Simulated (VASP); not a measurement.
VASP runs on Rh (fcc) share one base input (PBE GGA, plane waves, VASP's PBE PAW potentials (set 64)) and change the settings named in each case.

### INCAR
```
! general
SYSTEM =Rh
PREC   =Accurate
ENCUT  =400
LREAL  =.False.
LASPH  =.True.   ! aspherical one-centre terms

! electronic loop
EDIFF  =1E-6   ! SCF stop (eV)
NELM   =100   ! most electronic steps
ALGO   =Normal
LMAXMIX=4

! smearing
ISMEAR =1   ! Methfessel-Paxton
SIGMA  =0.1   ! width (eV)

! functional
GGA    =PE

! ions
ISIF   =2   ! forces and stress, cell fixed

! output
LWAVE  =.False.
LCHARG =.False.
```

### POSCAR
```
Rh
1.0
  0.0000000000   1.9000000000   1.9000000000
  1.9000000000   0.0000000000   1.9000000000
  1.9000000000   1.9000000000   0.0000000000
Rh
1
Cart
  0.0000000000   0.0000000000   0.0000000000
```

File KPOINTS:
```
Automatic mesh
0
Gamma
15 15 15
0 0 0
```

POTCAR, in this order: Rh_pv (PBE.64 set). Program: vasp_std.

```
change                                                                          E(σ→0) (eV/atom)  pressure (GPa)  −TS (eV)
------------------------------------------------------------------------------  ----------------  --------------  --------
base run                                                                                 -7.2499            5.05    0.0000
GGA = RP                                                                                 -6.5928            9.79    0.0000
AGGAC = 0.0, GGA = BO, LUSE_VDW = .TRUE., PARAM1 = 0.1833333333, PARAM2 = 0.22           -3.8550            5.35    0.0001
GGA = 91                                                                                 -7.2558            6.55    0.0000
GGA removed, LMIXTAU = .TRUE., METAGGA = SCAN                                           -33.7585           -4.89    0.0000
IVDW = 13                                                                                -8.0967           -3.92    0.0000
GGA = AM                                                                                 -7.8465           -7.52   -0.0002
```
 Energies of different potentials or functionals have different zeros.  The base run's pressure lies -1.38 GPa from that at 775 eV (Pulay error).

Left out are runs that ran out of time, are held back, or changed the cell or the kind of run, fixed moments of cells without a moment, rows past the twelfth, gaps on odd meshes, pressures of charged cells and columns that move by less than the noise.

The compound is Rh in the fcc structure. The cell was not relaxed at this level.
